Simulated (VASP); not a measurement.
These are PBEsol GGA, VASP's PBE PAW potentials (set 64) (plane waves; VASP) values and carry that method's errors.

A VASP calculation is set up with these files.

### KPOINTS
```
kpoints
0
Gamma
10 10 5
```

### INCAR
```
! general
SYSTEM   =  HgTe
PREC     =  Accurate
ENCUT    =  500
LREAL    =  .FALSE.
LASPH    =  .TRUE.

! electronic loop
EDIFF    =  1E-6
NELM     =  100
ALGO     =  Normal
LMAXMIX  =  6

! smearing
ISMEAR   =  1
SIGMA    =  0.1

! functional
GGA      =  PS

! ions
IBRION   =  2
NSW      =  40
ISIF     =  3
EDIFFG   =  -0.02
PSTRESS  =  450

! output
LWAVE    =  .FALSE.
LCHARG   =  .FALSE.
```

**POSCAR**
```
HgTe
1
    3.6516535599     0.0000000009    -0.0000000000
   -1.8258267790     3.1624269700     0.0000000000
    0.0000000000     0.0000000000     7.2504571226
Hg Te
2 2
Direct
  0.0000000000   0.0000000000   1.0000000000
  0.0000000000   0.0000000000   0.5000000000
  0.3333330000   0.6666670000   0.2500000000
  0.6666670000   0.3333330000   0.7500000000
```

POTCAR, in this order: Hg Te (PBE.64 set). Program: vasp_std.

Energy and stress use the plane-wave basis of the starting cell. Unless said otherwise, spin-orbit coupling is left out, though it shifts the bands of the heavy elements here.

**Question.** What does the run give for the energy per atom (σ→0), volume per atom, band gap (on the k-mesh)?

**Answer.** 
```
Property                                                     Value
------------------------  ----------------------------------------
energy per atom (σ→0)                               -1202 meV/atom
band gap (on the k-mesh)  none (metal, semimetal or under 0.01 eV)
volume per atom                                      19.39 Å³/atom
```

**OSZICAR**
```
...
       N       E                     dE             d eps       ncg     rms          rms(c)
DAV:   1    -0.481417518628E+01   -0.29546E-01   -0.31330E-01  2058   0.413E+00    0.415E-01
DAV:   2    -0.481056504100E+01    0.36101E-02   -0.48039E-03  2010   0.748E-01    0.205E-01
DAV:   3    -0.480928377828E+01    0.12813E-02   -0.19330E-03  2118   0.355E-01    0.896E-02
DAV:   4    -0.480918562019E+01    0.98158E-04   -0.31613E-04  2106   0.154E-01    0.378E-02
DAV:   5    -0.480918275504E+01    0.28652E-05   -0.17883E-05  2108   0.474E-02    0.264E-02
DAV:   6    -0.480918262628E+01    0.12876E-06   -0.44234E-06  1944   0.217E-02
  12 F= 0.16974887E+02 E0= 0.16974732E+02  d E =-.273644E-01
```

The structure was generated: HgTe was put into the NiAs type type (P6_3/mmc), which need not be its known phase. This run relaxes it under an external pressure of 45 GPa. Symmetry was kept, so distortions that lower it aren't found.
